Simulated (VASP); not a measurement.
```yaml
crystal:
  lattice:
    - [1.57737, -2.73208, 0.00000]
    - [1.57737, 2.73208, 0.00000]
    - [0.00000, 0.00000, 3.51197]
  atoms:
    - { symbol: Zr, position: [0.00000, 0.00000, 0.00000] }
    - { symbol: B, position: [0.33333, 0.66667, 0.50000] }
    - { symbol: B, position: [0.66667, 0.33333, 0.50000] }
```

These are PBEsol GGA, VASP's PBE PAW potentials (set 64) (plane waves; VASP) values and carry that method's errors. Settings: 520 eV cut-off, Gaussian smearing of 0.050 eV, potentials Zr_sv B.

Task: Estimate the band gap (along the path) with the smallest direct gap where there is one.

Result: 
* **band gap (along the path)**: none (metal, semimetal or under 0.01 eV)

Total energies compare only between runs with the same potentials, cut-off and functional.

The compound is ZrB2 in the AlB2 type structure. It was relaxed first.
